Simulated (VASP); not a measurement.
Consider the following.

```
CELL_PARAMETERS angstrom
      0.00000     2.95914     2.95914
      2.95914     0.00000     2.95914
      2.95914     2.95914     0.00000
ATOMIC_POSITIONS crystal
  Pb 0.00000 0.00000 0.00000
  F  0.25000 0.25000 0.25000
  F  0.75000 0.75000 0.75000
```

Method: r2SCAN meta-GGA, VASP's PBE PAW potentials (set 64) (plane waves; VASP 6.6.1). Run with 520 eV cut-off, 8×8×8 Γ-centred mesh, Gaussian smearing of 0.010 eV, potentials Pb_d F.

Unless said otherwise, spin-orbit coupling is left out, though it shifts the bands of the heavy elements here.

Q: Predict the energy per atom (σ→0), band gap (on the k-mesh) with the smallest direct gap where there is one.

A: 
```
Quantity                                       Value
-----------------------------------  ---------------
band gap (on the k-mesh)                     4.93 eV
smallest direct gap (on the k-mesh)          5.08 eV
energy per atom (σ→0)                -23387 meV/atom
```

Only differences to runs with the same potentials and settings are physical.

The compound is PbF2 in the fluorite structure, the β form. It was relaxed first.
